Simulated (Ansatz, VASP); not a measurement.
**Os4C: VASP beside Ansatz**

```
Os C
1.0
    -2.60273    2.60273    2.60273
     2.60273   -2.60273    2.60273
     2.60273    2.60273   -2.60273
Os C
4 1
Cartesian
  1.3014 1.3014 1.3014
  1.3014 1.3014 -1.3014
  1.3014 -1.3014 1.3014
  -1.3014 1.3014 1.3014
  0.0000 0.0000 0.0000
```

Alike in both runs: functional PBE; k mesh 10 × 10 × 10; occupations gaussian, width 0.1 eV; no spin polarisation.

Ansatz relaxed the structure, and its values are those at the end. VASP's run is a single point on that final structure, the one shown.

|  | VASP | Ansatz |
| --- | --- | --- |
| version | VASP 6.6.1 | Ansatz 0.2.0 |
| potentials or method | VASP PAW PBE potentials, release 64 (Os, C) | scalar-relativistic, plane waves, PAW |
| plane-wave cutoff (eV) | 520 | 420 |
| valence electrons in the cell | 36 | 68 |

```tsv
	VASP	Ansatz	Ansatz less VASP
gap on the k mesh at the Fermi level (eV)	none	none	-
pressure (GPa)	0.5	0.0	-0.46
```

A gap of «none» marks a metal or a gap that the smearing closes. The two sets of potentials don't hold the same shells in valence.

The runs have no spin-orbit coupling, so splittings on Os are missing.
